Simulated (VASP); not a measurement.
The system is Cu.

```
CELL_PARAMETERS angstrom
0.00000 1.80750 1.80750
1.80750 0.00000 1.80750
1.80750 1.80750 0.00000
ATOMIC_POSITIONS crystal
Cu 0.00000 0.00000 0.00000
```

```yaml
Program: VASP 6.6.1
Task: relaxation of cell and atoms
Functional: PBEsol
Potentials_or_basis: VASP PAW PBE potentials, release 64 (Cu)
Cutoff: 600 eV
k_mesh: 18 × 18 × 18
Occupations: methfessel-paxton, width 0.1 eV
Spin: no spin polarisation
```

At the start: pressure -5.6 GPa; volume 11.81 Å³/atom.

Problem. Where does the relaxation end?

Solution. Over 3 steps the energy falls by 8.0 meV/atom and the volume is 11.37 Å³/atom (-3.7 %); space group Fm-3m (No. 225, to 0.05 Å).

The path:
```csv
step,energy change (eV),largest force (eV/Å),pressure (GPa),volume (Å³)
1,0.0000,0.0000,-5.61,11.81
2,-0.0049,0.0000,3.95,11.12
3,-0.0080,0.0000,0.03,11.37
```

Final structure:
```
Cu
1.0
     0.00000    1.78486    1.78486
     1.78486    0.00000    1.78486
     1.78486    1.78486    0.00000
Cu
1
Direct
  0.00000 0.00000 0.00000
```

Caveat: the PAW data sets were made with another functional, which shifts forces and pressure a little.
